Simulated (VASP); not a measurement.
Consider the following.

```
CELL_PARAMETERS angstrom
      0.00000     2.95500     2.95500
      2.95500     0.00000     2.95500
      2.95500     2.95500     0.00000
ATOMIC_POSITIONS crystal
  Al 0.25000 0.25000 0.25000
  Al 0.75000 0.75000 0.75000
  Pt 0.00000 0.00000 0.00000
```

These are PBE GGA, VASP's PBE PAW potentials (set 64) (plane waves; VASP 6.6.1) values and carry that method's errors. Settings: 400 eV cut-off, 8×8×8 Γ-centred mesh, second-order Methfessel-Paxton smearing of 0.010 eV, potentials Al Pt.

Unless said otherwise, spin-orbit coupling is left out, though it shifts the bands of the heavy elements here.

Estimate the energy per atom (σ→0), pressure, band gap (on the k-mesh) with the smallest direct gap where there is one.

| Item | Result |
|---|---|
| band gap (on the k-mesh) | none (metal, semimetal or under 0.01 eV) |
| energy per atom (σ→0) | -5.411 eV/atom |
| pressure | 23.0 kbar |

The compound is PtAl2 in the fluorite structure. The cell was not relaxed at this level. The run is one of a series of settings (ISMEAR = 2, SIGMA = 0.01 against the base run), some of them coarse on purpose.
